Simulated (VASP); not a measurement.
All values below come from PBEsol GGA, VASP's PBE PAW potentials (set 64) (plane waves; VASP).

VASP input:

### POSCAR
```
Cd2TeS
1
    4.3442927444     0.0000000000     0.0000000000
   -2.1721463722     3.7622675332     0.0000000000
    0.0000000000    -0.0000000000     7.1358558580
Cd Te S
2 1 1
Direct
  0.6666670000   0.3333330000   0.4722927816
  0.0000000000   1.0000000000   0.0249775647
  0.0000000000   1.0000000000   0.6312184963
  0.6666670000   0.3333330000   0.1195111574
```

### INCAR
```
SYSTEM = Cd2TeS
PREC = Accurate; ENCUT = 530; LREAL = F
LASPH = T
EDIFF = 1E-7; NELM = 100; ALGO = Normal
LMAXMIX = 4
ISMEAR = 1; SIGMA = 0.1
GGA = PS
IBRION = 6; NSW = 1; ISIF = 3
POTIM = 0.015; NFREE = 2
LWAVE = F; LCHARG = F
```

File KPOINTS:
```
Automatic mesh
0
Gamma
7 7 4
0 0 0
```

POTCAR, in this order: Cd Te S (PBE.64 set). Program: vasp_std.

Output of the run:

### OUTCAR
```
 ion  position               nearest neighbor table
   1  0.667  0.333  0.472-   4 2.52   3 2.75   3 2.75   3 2.75
   2  0.000  0.000  0.025-   4 2.60   4 2.60   4 2.60   3 2.81
   3  0.000  0.000  0.631-   1 2.75   1 2.75   1 2.75   2 2.81
   4  0.667  0.333  0.120-   1 2.52   2 2.60   2 2.60   2 2.60
  LATTYP: Found a hexagonal cell.
 ALAT       =     4.3442927444
 C/A-ratio  =     1.6425817222
 Subroutine PRICEL returns:
 Original cell was already a primitive cell.
 Subroutine GETGRP returns: Found  6 space group operations
The static configuration has the point symmetry C_3v.
The dynamic configuration has the point symmetry C_3v.
 Subroutine INISYM returns: Found  6 space group operations
 Subroutine IBZKPT returns following result:
 Found     28 irreducible k-points:

 Following reciprocal coordinates:
            Coordinates               Weight
  0.000000  0.000000  0.000000      1.000000
  0.142857  0.000000  0.000000      6.000000
  0.285714 -0.000000  0.000000      6.000000
  0.428571 -0.000000  0.000000      6.000000
  0.142857  0.142857  0.000000      6.000000
  0.285714  0.142857  0.000000     12.000000
  0.428571  0.142857  0.000000      6.000000
  0.285714  0.285714  0.000000      6.000000
  0.000000  0.000000  0.250000      2.000000
  0.142857  0.000000  0.250000      6.000000
  0.000000  0.142857  0.250000      6.000000
  0.285714 -0.000000  0.250000      6.000000
  0.000000  0.285714  0.250000      6.000000
  0.428571 -0.000000  0.250000      6.000000
  0.000000  0.428571  0.250000      6.000000
  0.142857  0.142857  0.250000     12.000000
  0.285714  0.142857  0.250000     12.000000
 -0.142857  0.428571  0.250000     12.000000
  0.428571  0.142857  0.250000     12.000000
  0.285714  0.285714  0.250000     12.000000
  0.000000  0.000000  0.500000      1.000000
...
```

OSZICAR:
```
       N       E                     dE             d eps       ncg     rms          rms(c)
DAV:   1     0.237777475861E+03    0.23778E+03   -0.17170E+04  1232   0.148E+03
DAV:   2     0.303605593339E+00   -0.23747E+03   -0.23225E+03  1364   0.345E+02
DAV:   3    -0.127344494532E+02   -0.13038E+02   -0.12974E+02  1490   0.802E+01
DAV:   4    -0.128959017530E+02   -0.16145E+00   -0.16138E+00  1540   0.850E+00
DAV:   5    -0.128981214152E+02   -0.22197E-02   -0.22196E-02  1520   0.902E-01    0.961E+00
DAV:   6    -0.121387987131E+02    0.75932E+00   -0.19122E+00  1562   0.152E+01    0.757E+00
DAV:   7    -0.121093442027E+02    0.29455E-01   -0.58720E-01  1388   0.476E+00    0.318E+00
DAV:   8    -0.121030504235E+02    0.62938E-02   -0.90034E-02  1690   0.319E+00    0.497E-01
DAV:   9    -0.121019619545E+02    0.10885E-02   -0.15521E-02  1526   0.137E+00    0.251E-01
DAV:  10    -0.121020839836E+02   -0.12203E-03   -0.17016E-03  1450   0.365E-01    0.771E-02
DAV:  11    -0.121021062249E+02   -0.22241E-04   -0.13319E-04  1454   0.101E-01    0.356E-02
DAV:  12    -0.121021163353E+02   -0.10110E-04   -0.41060E-05  1522   0.388E-02    0.180E-02
DAV:  13    -0.121021248204E+02   -0.84852E-05   -0.10364E-05  1298   0.256E-02    0.391E-03
DAV:  14    -0.121021256255E+02   -0.80500E-06   -0.16449E-06  1502   0.124E-02    0.207E-03
DAV:  15    -0.121021259239E+02   -0.29845E-06   -0.49202E-07  1136   0.630E-03    0.114E-03
DAV:  16    -0.121021259166E+02    0.73401E-08   -0.72983E-08  1038   0.250E-03
   1 F= -.12102126E+02 E0= -.12102077E+02  d E =-.145875E-03
 Found     8 degrees of freedom:
 Adding 6 more for cell shape distortion
```

File OUTCAR:
```
------------------------ aborting loop because EDIFF is reached ----------------------------------------
  FORCE on cell =-STRESS in cart. coord.  units (eV):
  Direction    XX          YY          ZZ          XY          YZ          ZX
  --------------------------------------------------------------------------------------
  Total        0.2452101      0.2452101      0.2488944      0.0000000      0.0000000      0.0000000
  in kB        3.3684810      3.3684804      3.4190921      0.0000000      0.0000000      0.0000000
  external PRESSURE =       3.3853512 kB  Pullay stress =       0.0000000 kB
  volume of cell :      116.63
      direct lattice vectors                 reciprocal lattice vectors
     4.344292744  0.000000000  0.000000000     0.230187066  0.132898577  0.000000000
    -2.172146372  3.762267533  0.000000000     0.000000000  0.265797153  0.000000000
     0.000000000  0.000000000  7.135855858     0.000000000  0.000000000  0.140137360
 POSITION                                       TOTAL-FORCE (eV/Angst)
 -----------------------------------------------------------------------------------
      2.17215      1.25409      3.37021        -0.000000      0.000000     -0.005442
      0.00000      0.00000      0.17824        -0.000000     -0.000000      0.002217
      0.00000      0.00000      4.50428        -0.000000     -0.000000     -0.003768
      2.17215      1.25409      0.85281         0.000000     -0.000000      0.006993
 -----------------------------------------------------------------------------------
    total drift:                               -0.001987      0.001145      0.000323
  FREE ENERGIE OF THE ION-ELECTRON SYSTEM (eV)
  ---------------------------------------------------
  free  energy   TOTEN  =       -12.1021259166 eV

  energy  without entropy=      -12.1019800420  energy(sigma->0) =      -12.10207729
```
(Selected blocks of OUTCAR.)

**stdout**
```
...
DAV:   1     0.237777475861E+03    0.23778E+03   -0.17170E+04  1232   0.148E+03
DAV:   2     0.303605593339E+00   -0.23747E+03   -0.23225E+03  1364   0.345E+02
DAV:   3    -0.127344494532E+02   -0.13038E+02   -0.12974E+02  1490   0.802E+01
DAV:   4    -0.128959017530E+02   -0.16145E+00   -0.16138E+00  1540   0.850E+00
DAV:   5    -0.128981214152E+02   -0.22197E-02   -0.22196E-02  1520   0.902E-01    0.961E+00
DAV:   6    -0.121387987131E+02    0.75932E+00   -0.19122E+00  1562   0.152E+01    0.757E+00
DAV:   7    -0.121093442027E+02    0.29455E-01   -0.58720E-01  1388   0.476E+00    0.318E+00
DAV:   8    -0.121030504235E+02    0.62938E-02   -0.90034E-02  1690   0.319E+00    0.497E-01
DAV:   9    -0.121019619545E+02    0.10885E-02   -0.15521E-02  1526   0.137E+00    0.251E-01
DAV:  10    -0.121020839836E+02   -0.12203E-03   -0.17016E-03  1450   0.365E-01    0.771E-02
DAV:  11    -0.121021062249E+02   -0.22241E-04   -0.13319E-04  1454   0.101E-01    0.356E-02
DAV:  12    -0.121021163353E+02   -0.10110E-04   -0.41060E-05  1522   0.388E-02    0.180E-02
DAV:  13    -0.121021248204E+02   -0.84852E-05   -0.10364E-05  1298   0.256E-02    0.391E-03
DAV:  14    -0.121021256255E+02   -0.80500E-06   -0.16449E-06  1502   0.124E-02    0.207E-03
DAV:  15    -0.121021259239E+02   -0.29845E-06   -0.49202E-07  1136   0.630E-03    0.114E-03
DAV:  16    -0.121021259166E+02    0.73401E-08   -0.72983E-08  1038   0.250E-03
   1 F= -.12102126E+02 E0= -.12102077E+02  d E =-.145875E-03
 Found     8 degrees of freedom:
 Adding 6 more for cell shape distortion
 Finite differences POTIM= 0.01500 DOF=  14

 -----------------------------------------------------------------------------
|                                                                             |
|     EEEEEEE  RRRRRR   RRRRRR   OOOOOOO  RRRRRR      ###     ###     ###     |
|     E        R     R  R     R  O     O  R     R     ###     ###     ###     |
|     E        R     R  R     R  O     O  R     R     ###     ###     ###     |
|     EEEEE    RRRRRR   RRRRRR   O     O  RRRRRR       #       #       #      |
|     E        R   R    R   R    O     O  R   R                               |
|     E        R    R   R    R   O     O  R    R      ###     ###     ###     |
|     EEEEEEE  R     R  R     R  OOOOOOO  R     R     ###     ###     ###     |
|                                                                             |
|     RE_READ_KPOINTS: the new IBZ does not contain all k-points of the       |
|     original IBZ.                                                           |
|                                                                             |
|     ... try setting KBLOWUP=.FALSE.                                         |
|     ... as a last resort: switch off symmetry                               |
|                                                                             |
|       ---->  I REFUSE TO CONTINUE WITH THIS SICK JOB ... BYE!!! <----       |
|                                                                             |
 -----------------------------------------------------------------------------
```

VASP stops with an error: RE_READ_KPOINTS: the new IBZ does not contain all k-points of the original IBZ. ... try setting KBLOWUP=.FALSE. ... as a last resort: switch off symmetry ----> I REFUSE TO CONTINUE WITH THIS SICK JOB ... BYE!!! <----

The structure comes from a computed database's Cd2TeS entry (P3m1); how it stands against other phases isn't given here. It was relaxed first, which changed the volume by -6 %.
